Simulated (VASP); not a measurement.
Computed with PBE GGA, VASP's PBE PAW potentials (set 64) (plane waves; VASP).

VASP ran on this input.

**KPOINTS**
```
Automatic mesh
0
Gamma
1 1 1
0 0 0
```

File POSCAR:
```
Al35BeN36
1
    4.6932676572    -8.1289780182     0.0000000000
    4.6932676572     8.1289780182     0.0000000000
    0.0000000000     0.0000000000    10.0192026154
Al N Be
35 36 1
Direct
  0.2222220000   0.1111110000   0.2500000000
  0.1111110000   0.2222220000   0.0000000000
  0.2222220000   0.1111110000   0.7500000000
  0.1074920000   0.2211480000   0.4992230000
  0.2160250000   0.4413550000   0.2456200000
  0.1111110000   0.5555560000   0.0000000000
  0.2261980000   0.4435630000   0.7485270000
  0.1102230000   0.5539940000   0.5047900000
  0.2222220000   0.7777780000   0.2500000000
  0.1111110000   0.8888890000   0.0000000000
  0.2222220000   0.7777780000   0.7500000000
  0.1111110000   0.8888890000   0.5000000000
  0.5555560000   0.1111110000   0.2500000000
  0.4444440000   0.2222220000   0.0000000000
  0.5555560000   0.1111110000   0.7500000000
  0.4461870000   0.2184350000   0.4975870000
  0.5575620000   0.4476980000   0.2541090000
  0.4444440000   0.5555560000   0.0000000000
  0.5496770000   0.4399160000   0.7536330000
  0.5604160000   0.7820530000   0.2489140000
  0.4444440000   0.8888890000   0.0000000000
  0.5492350000   0.7739550000   0.7529260000
  0.4447030000   0.8860210000   0.4976180000
  0.8888890000   0.1111110000   0.2500000000
  0.7777780000   0.2222220000   0.0000000000
  0.8888890000   0.1111110000   0.7500000000
  0.7777780000   0.2222220000   0.5000000000
  0.8888890000   0.4444440000   0.2500000000
  0.7777780000   0.5555560000   0.0000000000
  0.8888890000   0.4444440000   0.7500000000
  0.7757790000   0.5529830000   0.4973000000
  0.8888890000   0.7777780000   0.2500000000
  0.7777780000   0.8888890000   0.0000000000
  0.8888890000   0.7777780000   0.7500000000
  0.7772740000   0.8904390000   0.5000910000
  0.2222220000   0.1111110000   0.4410000000
  0.1111110000   0.2222220000   0.1910000000
  0.2222220000   0.1111110000   0.9410000000
  0.1111110000   0.2222220000   0.6910000000
  0.2230740000   0.4445940000   0.4363420000
  0.1111110000   0.5555560000   0.1910000000
  0.2222220000   0.4444440000   0.9410000000
  0.1111110000   0.5555560000   0.6910000000
  0.2222220000   0.7777780000   0.4410000000
  0.1111110000   0.8888890000   0.1910000000
  0.2222220000   0.7777780000   0.9410000000
  0.1111110000   0.8888890000   0.6910000000
  0.5555560000   0.1111110000   0.4410000000
  0.4444440000   0.2222220000   0.1910000000
  0.5555560000   0.1111110000   0.9410000000
  0.4444440000   0.2222220000   0.6910000000
  0.5518680000   0.4441120000   0.4381250000
  0.4435780000   0.5518850000   0.1884750000
  0.5555560000   0.4444440000   0.9410000000
  0.4471160000   0.5579420000   0.6930150000
  0.5553170000   0.7723350000   0.4416610000
  0.4444440000   0.8888890000   0.1910000000
  0.5555560000   0.7777780000   0.9410000000
  0.4444440000   0.8888890000   0.6910000000
  0.8888890000   0.1111110000   0.4410000000
  0.7777780000   0.2222220000   0.1910000000
  0.8888890000   0.1111110000   0.9410000000
  0.7777780000   0.2222220000   0.6910000000
  0.8888890000   0.4444440000   0.4410000000
  0.7777780000   0.5555560000   0.1910000000
  0.8888890000   0.4444440000   0.9410000000
  0.7777780000   0.5555560000   0.6910000000
  0.8888890000   0.7777780000   0.4410000000
  0.7777780000   0.8888890000   0.1910000000
  0.8888890000   0.7777780000   0.9410000000
  0.7777780000   0.8888890000   0.6910000000
  0.4395930000   0.5552440000   0.4992620000
```

INCAR:
```
ALGO = Fast
EDIFF = 1E-5
EDIFFG = -0.03
ENCUT = 400
GGA = PE
IBRION = 2
ISIF = 2
ISMEAR = 0
ISPIN = 2
ISYM = 0
LASPH = .True.
LCHARG = .False.
LORBIT = 10
LREAL = Auto
LWAVE = .True.
MAGMOM = 72*0.0139
NELM = 100
NELMIN = 4
NSW = 60
NUPDOWN = 1
PREC = Normal
SIGMA = 0.05
SYSTEM = Al35BeN36
```

POTCAR, in this order: Al N Be (PBE.64 set). Program: vasp_gam.

The run wrote:

OSZICAR:
```
...
DAV:   3    -0.607725630267E+03   -0.18366E+03   -0.18184E+03   840   0.932E+01
DAV:   4    -0.612070484315E+03   -0.43449E+01   -0.43201E+01   840   0.168E+01
DAV:   5    -0.612187272125E+03   -0.11679E+00   -0.11654E+00   872   0.258E+00    0.505E+01
RMM:   6    -0.526987478431E+03    0.85200E+02   -0.34759E+02   724   0.328E+01    0.177E+01
RMM:   7    -0.529287290452E+03   -0.22998E+01   -0.43289E+01   724   0.137E+01    0.127E+01
RMM:   8    -0.529109124568E+03    0.17817E+00   -0.27987E+00   724   0.428E+00    0.306E+00
RMM:   9    -0.529194636135E+03   -0.85512E-01   -0.66705E-01   730   0.187E+00    0.198E+00
RMM:  10    -0.529201166281E+03   -0.65301E-02   -0.15593E-01   733   0.890E-01    0.114E+00
RMM:  11    -0.529201125276E+03    0.41005E-04   -0.86451E-02   758   0.502E-01    0.729E-01
RMM:  12    -0.529202881437E+03   -0.17562E-02   -0.14301E-02   791   0.251E-01    0.576E-01
RMM:  13    -0.529207144527E+03   -0.42631E-02   -0.51189E-03   724   0.161E-01    0.389E-01
RMM:  14    -0.529208078931E+03   -0.93440E-03   -0.25348E-03   724   0.140E-01    0.210E-01
RMM:  15    -0.529207473574E+03    0.60536E-03   -0.97905E-04   727   0.711E-02    0.118E-01
RMM:  16    -0.529207294922E+03    0.17865E-03   -0.12427E-03   732   0.659E-02    0.495E-02
RMM:  17    -0.529207304550E+03   -0.96288E-05   -0.23742E-04   757   0.379E-02    0.255E-02
RMM:  18    -0.529207305354E+03   -0.80405E-06   -0.70009E-05   601   0.178E-02
   1 F= -.52920731E+03 E0= -.52919536E+03  d E =-.529207E+03  mag=     1.0000
       N       E                     dE             d eps       ncg     rms          rms(c)
DAV:   1    -0.529570107130E+03   -0.36280E+00   -0.73822E+01   808   0.215E+01    0.202E+00
RMM:   2    -0.529674168542E+03   -0.10406E+00   -0.19466E+00   724   0.321E+00    0.120E+00
RMM:   3    -0.529650777117E+03    0.23391E-01   -0.21085E-01   724   0.110E+00    0.762E-01
RMM:   4    -0.529640024087E+03    0.10753E-01   -0.96946E-02   724   0.631E-01    0.296E-01
RMM:   5    -0.529641160883E+03   -0.11368E-02   -0.12514E-02   754   0.256E-01    0.177E-01
RMM:   6    -0.529641427138E+03   -0.26626E-03   -0.37691E-03   785   0.125E-01    0.879E-02
RMM:   7    -0.529641443637E+03   -0.16498E-04   -0.58822E-04   759   0.598E-02    0.513E-02
RMM:   8    -0.529641465782E+03   -0.22145E-04   -0.19919E-04   750   0.349E-02    0.251E-02
RMM:   9    -0.529641470636E+03   -0.48541E-05   -0.44349E-05   560   0.174E-02
   2 F= -.52964147E+03 E0= -.52964068E+03  d E =-.434165E+00  mag=     1.0000
       N       E                     dE             d eps       ncg     rms          rms(c)
DAV:   1    -0.529684908342E+03   -0.43443E-01   -0.42350E+00   776   0.515E+00    0.409E-01
RMM:   2    -0.529690673320E+03   -0.57650E-02   -0.10817E-01   724   0.757E-01    0.281E-01
RMM:   3    -0.529689271423E+03    0.14019E-02   -0.11095E-02   724   0.251E-01    0.178E-01
RMM:   4    -0.529688581774E+03    0.68965E-03   -0.66024E-03   724   0.160E-01    0.573E-02
RMM:   5    -0.529688609803E+03   -0.28029E-04   -0.73761E-04   743   0.620E-02    0.381E-02
RMM:   6    -0.529688625612E+03   -0.15809E-04   -0.23635E-04   787   0.297E-02    0.238E-02
RMM:   7    -0.529688626489E+03   -0.87630E-06   -0.28813E-05   488   0.133E-02
   3 F= -.52968863E+03 E0= -.52968631E+03  d E =-.481321E+00  mag=     1.0000
       N       E                     dE             d eps       ncg     rms          rms(c)
DAV:   1    -0.529771552909E+03   -0.82927E-01   -0.20344E+01   744   0.111E+01    0.829E-01
RMM:   2    -0.529789762183E+03   -0.18209E-01   -0.34405E-01   724   0.130E+00    0.419E-01
RMM:   3    -0.529786764278E+03    0.29979E-02   -0.39259E-02   724   0.457E-01    0.284E-01
RMM:   4    -0.529785197042E+03    0.15672E-02   -0.12474E-02   724   0.230E-01    0.112E-01
RMM:   5    -0.529785387797E+03   -0.19076E-03   -0.21315E-03   758   0.994E-02    0.634E-02
RMM:   6    -0.529785411843E+03   -0.24046E-04   -0.39354E-04   777   0.435E-02    0.336E-02
RMM:   7    -0.529785417378E+03   -0.55352E-05   -0.73767E-05   662   0.206E-02
   4 F= -.52978542E+03 E0= -.52978532E+03  d E =-.967909E-01  mag=     1.0000
       N       E                     dE             d eps       ncg     rms          rms(c)
DAV:   1    -0.529786917253E+03   -0.15054E-02   -0.48432E-01   864   0.172E+00    0.118E-01
RMM:   2    -0.529787333182E+03   -0.41593E-03   -0.80731E-03   724   0.197E-01    0.624E-02
RMM:   3    -0.529787267268E+03    0.65914E-04   -0.97045E-04   725   0.708E-02    0.406E-02
RMM:   4    -0.529787235184E+03    0.32084E-04   -0.31862E-04   720   0.367E-02    0.158E-02
RMM:   5    -0.529787240758E+03   -0.55740E-05   -0.57181E-05   570   0.162E-02
   5 F= -.52978724E+03 E0= -.52978719E+03  d E =-.986143E-01  mag=     1.0000
       N       E                     dE             d eps       ncg     rms          rms(c)
DAV:   1    -0.529812765114E+03   -0.25530E-01   -0.94485E+00   744   0.755E+00    0.535E-01
RMM:   2    -0.529822528301E+03   -0.97632E-02   -0.15785E-01   724   0.868E-01    0.269E-01
RMM:   3    -0.529821561097E+03    0.96720E-03   -0.17344E-02   725   0.299E-01    0.180E-01
RMM:   4    -0.529820811094E+03    0.75000E-03   -0.52428E-03   724   0.154E-01    0.662E-02
RMM:   5    -0.529820898703E+03   -0.87610E-04   -0.10278E-03   771   0.663E-02    0.402E-02
RMM:   6    -0.529820911107E+03   -0.12404E-04   -0.14831E-04   746   0.273E-02    0.245E-02
RMM:   7    -0.529820914738E+03   -0.36304E-05   -0.39491E-05   528   0.139E-02
   6 F= -.52982091E+03 E0= -.52982090E+03  d E =-.336740E-01  mag=     1.0000
       N       E                     dE             d eps       ncg     rms          rms(c)
DAV:   1    -0.529821839554E+03   -0.92845E-03   -0.58559E-01   808   0.188E+00    0.129E-01
RMM:   2    -0.529822439611E+03   -0.60006E-03   -0.97413E-03   724   0.215E-01    0.666E-02
RMM:   3    -0.529822380966E+03    0.58645E-04   -0.10962E-03   725   0.748E-02    0.428E-02
RMM:   4    -0.529822339205E+03    0.41761E-04   -0.34369E-04   724   0.391E-02    0.160E-02
RMM:   5    -0.529822345662E+03   -0.64572E-05   -0.71621E-05   584   0.172E-02
   7 F= -.52982235E+03 E0= -.52982233E+03  d E =-.351049E-01  mag=     1.0000
       N       E                     dE             d eps       ncg     rms          rms(c)
DAV:   1    -0.529828586227E+03   -0.62470E-02   -0.20264E+00   744   0.361E+00    0.244E-01
RMM:   2    -0.529830378267E+03   -0.17920E-02   -0.34368E-02   724   0.419E-01    0.138E-01
RMM:   3    -0.529830102675E+03    0.27559E-03   -0.40613E-03   727   0.147E-01    0.871E-02
RMM:   4    -0.529829943117E+03    0.15956E-03   -0.15213E-03   724   0.791E-02    0.410E-02
RMM:   5    -0.529829958615E+03   -0.15498E-04   -0.29460E-04   783   0.347E-02    0.247E-02
RMM:   6    -0.529829960117E+03   -0.15024E-05   -0.47233E-05   542   0.151E-02
   8 F= -.52982996E+03 E0= -.52982996E+03  d E =-.761445E-02  mag=     1.0000
       N       E                     dE             d eps       ncg     rms          rms(c)
DAV:   1    -0.529829961321E+03   -0.27059E-05   -0.45013E-04   736   0.545E-02    0.875E-03
RMM:   2    -0.529829962292E+03   -0.97145E-06   -0.10411E-05   437   0.776E-03    0.545E-03
RMM:   3    -0.529829962372E+03   -0.79781E-07   -0.97744E-07   385   0.310E-03    0.358E-03
RMM:   4    -0.529829962381E+03   -0.89003E-08   -0.25198E-07   248   0.172E-03
   9 F= -.52982996E+03 E0= -.52982996E+03  d E =-.761672E-02  mag=     1.0000
       N       E                     dE             d eps       ncg     rms          rms(c)
DAV:   1    -0.529831919604E+03   -0.19572E-02   -0.42817E-01   744   0.168E+00    0.129E-01
RMM:   2    -0.529832377252E+03   -0.45765E-03   -0.77397E-03   724   0.205E-01    0.681E-02
RMM:   3    -0.529832355040E+03    0.22212E-04   -0.87736E-04   728   0.716E-02    0.433E-02
RMM:   4    -0.529832324491E+03    0.30549E-04   -0.25726E-04   730   0.347E-02    0.253E-02
RMM:   5    -0.529832324648E+03   -0.15686E-06   -0.67268E-05   652   0.179E-02
  10 F= -.52983232E+03 E0= -.52983232E+03  d E =-.236227E-02  mag=     1.0000
```

OUTCAR:
```
------------------------ aborting loop because EDIFF is reached ----------------------------------------
  FORCE on cell =-STRESS in cart. coord.  units (eV):
  Direction    XX          YY          ZZ          XY          YZ          ZX
  --------------------------------------------------------------------------------------
  Total      -13.9777425    -13.7380857    -31.2513684     -0.0014837     -0.0243882      0.0050278
  in kB      -29.2936300    -28.7913730    -65.4945547     -0.0031095     -0.0511112      0.0105368
  external PRESSURE =     -41.1931859 kB  Pullay stress =       0.0000000 kB
  volume of cell :      764.49
      direct lattice vectors                 reciprocal lattice vectors
     4.693267657 -8.128978018  0.000000000     0.106535582 -0.061508347  0.000000000
     4.693267657  8.128978018  0.000000000     0.106535582  0.061508347  0.000000000
     0.000000000  0.000000000 10.019202615     0.000000000  0.000000000  0.099808342
  FREE ENERGIE OF THE ION-ELECTRON SYSTEM (eV)
  ---------------------------------------------------
  free  energy   TOTEN  =      -529.8323246480 eV

  energy  without entropy=     -529.8323166846  energy(sigma->0) =     -529.83232067

 total charge

# of ion       s       p       d       tot
------------------------------------------
    1        0.361   0.432   0.000   0.793
    2        0.360   0.430   0.000   0.791
    3        0.361   0.433   0.000   0.793
    4        0.360   0.429   0.000   0.790
    5        0.361   0.428   0.000   0.789
    6        0.360   0.430   0.000   0.791
    7        0.361   0.434   0.000   0.794
    8        0.360   0.430   0.000   0.790
    9        0.361   0.432   0.000   0.793
   10        0.360   0.432   0.000   0.793
   11        0.361   0.433   0.000   0.793
   12        0.361   0.434   0.000   0.795
   13        0.360   0.431   0.000   0.791
   14        0.360   0.430   0.000   0.790
   15        0.361   0.432   0.000   0.793
   16        0.360   0.430   0.000   0.790
   17        0.361   0.428   0.000   0.789
   18        0.361   0.434   0.000   0.795
   19        0.361   0.433   0.000   0.794
   20        0.361   0.428   0.000   0.789
   21        0.360   0.430   0.000   0.791
   22        0.361   0.434   0.000   0.794
   23        0.360   0.430   0.000   0.790
   24        0.360   0.431   0.000   0.791
   25        0.360   0.432   0.000   0.792
   26        0.361   0.432   0.000   0.793
   27        0.361   0.431   0.000   0.792
   28        0.360   0.431   0.000   0.792
   29        0.360   0.430   0.000   0.791
   30        0.361   0.432   0.000   0.793
   31        0.360   0.430   0.000   0.790
   32        0.361   0.432   0.000   0.793
   33        0.360   0.430   0.000   0.791
   34        0.361   0.432   0.000   0.793
   35        0.360   0.430   0.000   0.790
   36        1.229   2.591   0.000   3.820
   37        1.229   2.579   0.000   3.808
   38        1.229   2.586   0.000   3.815
   39        1.230   2.590   0.000   3.820
   40        1.230   2.550   0.000   3.780
   41        1.229   2.579   0.000   3.808
   42        1.230   2.579   0.000   3.809
   43        1.230   2.590   0.000   3.820
   44        1.229   2.591   0.000   3.820
   45        1.229   2.588   0.000   3.817
   46        1.229   2.586   0.000   3.815
   47        1.229   2.589   0.000   3.818
   48        1.229   2.578   0.000   3.806
   49        1.229   2.579   0.000   3.808
   50        1.229   2.585   0.000   3.814
   51        1.230   2.590   0.000   3.820
   52        1.230   2.550   0.000   3.780
   53        1.230   2.590   0.000   3.820
   54        1.230   2.579   0.000   3.810
   55        1.237   2.534   0.000   3.771
   56        1.230   2.550   0.000   3.780
   57        1.229   2.579   0.000   3.808
   58        1.230   2.580   0.000   3.810
   59        1.230   2.591   0.000   3.820
   60        1.228   2.577   0.000   3.806
   61        1.229   2.588   0.000   3.817
   62        1.229   2.585   0.000   3.814
   63        1.229   2.587   0.000   3.817
   64        1.228   2.577   0.000   3.806
   65        1.229   2.579   0.000   3.808
   66        1.229   2.585   0.000   3.814
   67        1.230   2.590   0.000   3.820
   68        1.229   2.591   0.000   3.820
   69        1.229   2.579   0.000   3.808
   70        1.229   2.586   0.000   3.815
   71        1.229   2.590   0.000   3.820
   72        0.363   0.627   0.000   0.990
--------------------------------------------------
tot         57.246 108.616   0.000 165.862

 magnetization (x)

# of ion       s       p       d       tot
------------------------------------------
    1       -0.000  -0.000   0.000  -0.001
    2       -0.000   0.000   0.000  -0.000
    3       -0.000  -0.000   0.000  -0.000
    4       -0.000  -0.000   0.000  -0.001
    5       -0.000   0.001   0.000   0.001
    6       -0.000   0.000   0.000  -0.000
    7       -0.001  -0.001   0.000  -0.002
    8       -0.000  -0.000   0.000  -0.001
    9       -0.000  -0.000   0.000  -0.001
...
```
(Selected blocks of OUTCAR.)

**CONTCAR**
```
Al35BeN36
   1.00000000000000
     4.6932676571999998   -8.1289780181999998    0.0000000000000000
     4.6932676571999998    8.1289780181999998    0.0000000000000000
     0.0000000000000000    0.0000000000000000   10.0192026153999993
  Al              N               Be
    35    36     1
Direct
     0.2220803547744961    0.1109779093669692    0.2499464284304474
     0.1114075179166918    0.2227684096657436    0.9992694066125917
     0.2221024402121218    0.1109192050243141    0.7489379571374789
     0.1141019391516327    0.2251488310295476    0.4989164406492860
     0.2247145452591160    0.4457458730077398    0.2532508668012087
     0.1114383087029666    0.5552114453567891    0.9991378722200226
     0.2235217865416495    0.4448614021655848    0.7453240969457063
     0.1139173158311040    0.5550998725746630    0.4991491669477855
     0.2221311540660762    0.7775039646165987    0.2499601356258723
     0.1110331131181040    0.8887496943932156    0.9995596043749490
     0.2222701070510506    0.7773538430789615    0.7489684335880596
     0.1107303627921562    0.8883791697152879    0.4995420580410602
     0.5556126447840476    0.1109827380696284    0.2504063669319312
     0.4446867197689457    0.2228528561270720    0.9993577254738369
     0.5550411245782424    0.1105334563467850    0.7489316433466238
     0.4441309750487182    0.2249193028910729    0.4990116717942683
     0.5537614611256844    0.4456706461174288    0.2536135564269801
     0.4442801963108077    0.5553336161582615    0.9979233796490556
     0.5543131566159063    0.4447417110468287    0.7453112521618880
     0.5538885090482630    0.7744916351742339    0.2534240981885836
     0.4447238541410062    0.8883304409590883    0.9994910823929426
     0.5543929737451644    0.7756421601219312    0.7455413301734122
     0.4441629795268212    0.8850318529565478    0.4990810029420504
     0.8886272054102576    0.1108971420421207    0.2502750538782383
     0.7777493198391370    0.2221752101702295    0.9996623058195884
     0.8888327765719478    0.1107149344312142    0.7487135182665066
     0.7775101996686427    0.2217734779023686    0.4991148577581292
     0.8886179117937042    0.4443439947493559    0.2502979208753530
     0.7768058123347013    0.5551516423506032    0.9995127928101724
     0.8887001147650091    0.4444740450237488    0.7488302925877370
     0.7738402857606981    0.5549659394487771    0.4991283730960546
     0.8886776352059631    0.7776727481383259    0.2501563573459251
     0.7768685646622013    0.8883424164225403    0.9993120582381374
     0.8883215466068334    0.7772753663192945    0.7491585123479378
     0.7739260143099391    0.8850337419371577    0.4991423255114116
     0.2216432577891393    0.1100850412015049    0.4412852641383250
     0.1114994809619666    0.2231199957220707    0.1919201389765746
     0.2222218466534931    0.1111307541387417    0.9414103133351114
     0.1106212402120894    0.2214472345857102    0.6911655270701871
     0.2297017730374776    0.4480539632495978    0.4447780600820762
     0.1113856775887633    0.5549581724331301    0.1917405759041586
     0.2223211741036956    0.4444186295802010    0.9397243865424006
     0.1105858400692060    0.5553388254457037    0.6912826896612994
     0.2216113073311110    0.7775471519476732    0.4412858231726292
     0.1110018848419151    0.8887074724429481    0.1910649705299382
     0.2223383397149763    0.7776475500526140    0.9413709401859568
     0.1107726096245044    0.8883833082344269    0.6916288041085247
     0.5547146631860898    0.1102072105870067    0.4418583508678734
     0.4448879956907674    0.2231491471516082    0.1920257162300411
     0.5553132407056437    0.1108595910868292    0.9415662166162356
     0.4439842083978706    0.2212176381365031    0.6912119750867710
     0.5509037766011553    0.4478697873697234    0.4450810272249751
     0.4440536502997733    0.5551933267011645    0.1892285135968925
     0.5553026265238850    0.4444076528202858    0.9397089763020664
     0.4440689217311609    0.5550811895389375    0.6904719612778726
     0.5510509782825845    0.7690189099652107    0.4449067718424097
     0.4448967719963580    0.8881275540284808    0.1920700859989853
     0.5552651562288232    0.7773261532694937    0.9398384712503091
     0.4441137454459991    0.8886647120930069    0.6912584739289596
     0.8887673366561658    0.1102310225812620    0.4418023951505196
     0.7777197033801193    0.2222181779875509    0.1913659999804597
     0.8888486759846631    0.1108795498116008    0.9413974175280105
     0.7775800679976574    0.2219633659702243    0.6914733412782926
     0.8887374930200312    0.4446276585008215    0.4418126767777005
     0.7763585142431937    0.5549462315602076    0.1921342658261678
     0.8888103985661724    0.4446277233188427    0.9414169378003601
     0.7777300886726221    0.5553561721170036    0.6912785091115418
     0.8889397741000128    0.7775081933190933    0.4414563632351083
     0.7765707451421922    0.8881479303847037    0.1919672225888655
     0.8885530315199438    0.7775426125868956    0.9415547752917718
     0.7777678308589037    0.8886982324098875    0.6913097600782308
     0.4437522458000639    0.5548934627693022    0.4940043560312640
```

At this cut-off the stress carries a Pulay error, which pulls relaxed volumes low. The supercell is sampled at Γ alone, which is coarse: total energies, pressure and levels can be off, energies of defects by several tenths of an eV.

The cell is a supercell with a defect, built from AlN (wurtzite): Be_Al.
